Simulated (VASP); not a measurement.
An input for Ansatz (written as the equivalent of a VASP run, and not itself run):

Ansatz 0.2 input:
```yaml
crystal:
  lattice:
    - [0.0000000, 2.9282924, 2.9282924]
    - [2.9282924, 0.0000000, 2.9282924]
    - [2.9282924, 2.9282924, 0.0000000]
  atoms:
    - { symbol: Ga, position: [0.0000000, 0.0000000, 0.0000000] }
    - { symbol: As, position: [0.2500000, 0.2500000, 0.2500000] }
kpoints:
  mp_grid: { grid: [8, 8, 8] }
hamiltonian:
  xc: pbe
  pseudopotentials: { kind: paw }
scf:
  occupations: { method: gaussian, width: 0.05 }
  max_iter: 100
output: { forces: true, stress: true, eigenvalues: true }
```

Problem. Translate this input to VASP (INCAR, KPOINTS, POSCAR, choice of POTCAR).

Solution. Several could match; the one computed here: 
**POSCAR**
```
GaAs
1.0
  0.0000000000   2.9282924040   2.9282924040
  2.9282924040   0.0000000000   2.9282924040
  2.9282924040   2.9282924040   0.0000000000
Ga As
1 1
direct
  0.0000000000   0.0000000000   0.0000000000
  0.2500000000   0.2500000000   0.2500000000
```

INCAR:
```
SYSTEM = GaAs
PREC = Accurate
ENCUT = 480
EDIFF = 1E-7
NELM = 100
ALGO = Normal
LREAL = .FALSE.
LASPH = .TRUE.
ISMEAR = 0
SIGMA = 0.05
GGA = PE
LMAXMIX = 4
LWAVE = .FALSE.
LCHARG = .FALSE.
ISIF = 2
```

### KPOINTS
```
Automatic
0
Gamma
 8 8 8
```

POTCAR, in this order: Ga_d As (PBE.64 set). Program: vasp_std.

The two are equivalent in intent, not identical: each code has its own PAW files, so the cut-off isn't converted (ENCUT is set for VASP's; basis.ecutwfc is left out, and Ansatz then takes the one that its files recommend); Ansatz stops its SCF on the density residual and VASP on the energy change (EDIFF).

The compound is GaAs in the zinc blende structure. This cell was strained or had an atom moved on purpose.
